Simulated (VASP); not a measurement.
A convergence study with VASP on CeO (space group Fm-3m): one setting is varied, all else stays as given below, so the limit is that of these other settings. Each run relaxes cell and ions; the cell shown is the tightest run's result. The basis is that of the starting cell, so low cut-offs carry a Pulay error.

```
CELL_PARAMETERS angstrom
      0.00000     2.45782     2.45782
      2.45782     0.00000     2.45782
      2.45782     2.45782     0.00000
ATOMIC_POSITIONS crystal
  Ce 0.00000 0.00000 0.00000
  O  0.50000 0.50000 0.50000
```

Level of theory: PBEsol GGA, VASP's PBE PAW potentials (set 64) (plane waves; VASP 6.6.1). The tightest run used: 800 eV cut-off, 10×10×10 Γ-centred mesh, first-order Methfessel-Paxton smearing of 0.10 eV, potentials Ce O.

The reference is ENCUT = 800, which took about 90 core-seconds. Costs are core time on shared hosts, one run each; read them as rough ratios.

**Question.** Of the settings ENCUT = 250; ENCUT = 300; ENCUT = 350; ENCUT = 400; ENCUT = 450; ENCUT = 500; ENCUT = 550; ENCUT = 600; ENCUT = 650; ENCUT = 700; ENCUT = 750; ENCUT = 800, which is the lowest that keeps the difference from the reference in relaxed volume (Å³/atom) within 0.05 from there on, and what does it cost?

**Answer.** ENCUT = 500; its cost over the reference is within a factor of 2.
| setting | difference in relaxed volume (Å³/atom) | cost over the reference |
|---|---|---|
| ENCUT = 250 | 2.215 | within a factor of 2 |
| ENCUT = 300 | 1.257 | within a factor of 2 |
| ENCUT = 350 | 0.600 | within a factor of 2 |
| ENCUT = 400 | 0.245 | within a factor of 2 |
| ENCUT = 450 | 0.078 | within a factor of 2 |
| ENCUT = 500 | 0.014 | within a factor of 2 |
| ENCUT = 550 | 0.001 | within a factor of 2 |
| ENCUT = 600 | 0.003 | within a factor of 2 |
| ENCUT = 650 | 0.008 | within a factor of 2 |
| ENCUT = 700 | 0.011 | within a factor of 2 |
| ENCUT = 750 | 0.003 | about 2 times |
| ENCUT = 800 | 0.000 | reference |

Left out are rungs that failed or repeat a setting and relaxations that didn't move; long series are thinned to 24 rows.

The structure comes from a computed database's CeO entry (Fm-3m); how it stands against other phases isn't given here. The run is not spin-polarised, so no magnetic state was tried.
